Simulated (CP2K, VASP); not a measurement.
An input for CP2K (LDA (Pade form), GPW, DZVP-MOLOPT-SR-GTH basis, GTH-PADE potentials (GTH_POTENTIALS)):

```
&GLOBAL
  PROJECT scf
  RUN_TYPE ENERGY_FORCE
  PRINT_LEVEL LOW
&END GLOBAL
&FORCE_EVAL
  METHOD Quickstep
  STRESS_TENSOR ANALYTICAL
  &DFT
    BASIS_SET_FILE_NAME BASIS_MOLOPT
    BASIS_SET_FILE_NAME BASIS_MOLOPT_UCL
    POTENTIAL_FILE_NAME GTH_POTENTIALS
    &QS
      METHOD GPW
      EPS_DEFAULT 1E-11
    &END QS
    &MGRID
      CUTOFF 1000
      REL_CUTOFF 50
      NGRIDS 5
    &END MGRID
    &SCF
      SCF_GUESS ATOMIC
      EPS_SCF 1E-6
      MAX_SCF 100
      ADDED_MOS 8
      &DIAGONALIZATION
        ALGORITHM STANDARD
      &END DIAGONALIZATION
      &MIXING
        METHOD BROYDEN_MIXING
        ALPHA 0.2
        NBUFFER 12
        BETA 1
      &END MIXING
      &SMEAR ON
        METHOD GAUSSIAN
        SIGMA [eV] 0.05
      &END SMEAR
    &END SCF
    &KPOINTS
      SCHEME MACDONALD 5 8 5 0 0.0625 0
    &END KPOINTS
    &XC
      &XC_FUNCTIONAL PADE
      &END XC_FUNCTIONAL
    &END XC
    &PRINT
      &MO
        EIGENVALUES T
        OCCUPATION_NUMBERS T
        NDIGITS 8
        FILENAME mo
        &EACH
          QS_SCF 0
        &END EACH
        ADD_LAST NUMERIC
      &END MO
      &MULLIKEN OFF
      &END MULLIKEN
    &END PRINT
  &END DFT
  &SUBSYS
    &CELL
      A 5.61547000 0.00000000 0.00000000
      B 0.00000000 3.80146000 0.00000000
      C 0.00000000 0.00000000 5.78901000
      PERIODIC XYZ
    &END CELL
    &COORD
      La       4.21160250     0.00000000     4.59126383
      La       1.40386750     0.00000000     1.19774617
      Mg       1.40386750     1.90073000     4.01317329
      Mg       4.21160250     1.90073000     1.77583671
    &END COORD
    &KIND La
      BASIS_SET DZVP-MOLOPT-SR-GTH
      POTENTIAL GTH-PADE-q11
    &END KIND
    &KIND Mg
      BASIS_SET DZVP-MOLOPT-SR-GTH
      POTENTIAL GTH-PADE-q10
    &END KIND
  &END SUBSYS
  &PRINT
    &FORCES ON
    &END FORCES
    &STRESS_TENSOR ON
    &END STRESS_TENSOR
  &END PRINT
&END FORCE_EVAL
```

Q: Translate it to VASP.

A: One set of files that does it:

### INCAR
```
! general
SYSTEM  = LaMg
PREC    = Accurate
ENCUT   = 300
LREAL   = .FALSE.   ! projection in real space or not
LASPH   = .TRUE.   ! aspherical one-centre terms

! electronic loop
EDIFF   = 1E-6   ! SCF stop (eV)
NELM    = 100   ! most electronic steps
ALGO    = Normal
LMAXMIX = 6

! smearing
ISMEAR  = 0
SIGMA   = 0.05

! ions
ISIF    = 2   ! forces and stress, cell fixed

! output
LWAVE   = .FALSE.
LCHARG  = .FALSE.
```

**KPOINTS**
```
K-points
0
G
 5 8 5
0 0 0
```

**POSCAR**
```
LaMg
1
    5.6154700000     0.0000000000     0.0000000000
    0.0000000000     3.8014600000     0.0000000000
    0.0000000000     0.0000000000     5.7890100000
La Mg
2 2
Direct
  0.7500000000   0.0000000000   0.7931000000
  0.2500000000   0.0000000000   0.2069000000
  0.2500000000   0.5000000000   0.6932400000
  0.7500000000   0.5000000000   0.3067600000
```

POTCAR, in this order: La Mg (LDA.64 set). Program: vasp_std.

Both are inputs of real runs that ended normally. What can't carry over is the choice of potentials or basis and its cut-off, and each code's defaults.

VASP's LDA is the Perdew-Zunger fit; the other code's may be Perdew-Wang, which differs slightly.

The structure comes from a computed database's LaMg entry (Pmma); how it stands against other phases isn't given here. The cell was not relaxed at this level, and it may have been scaled.
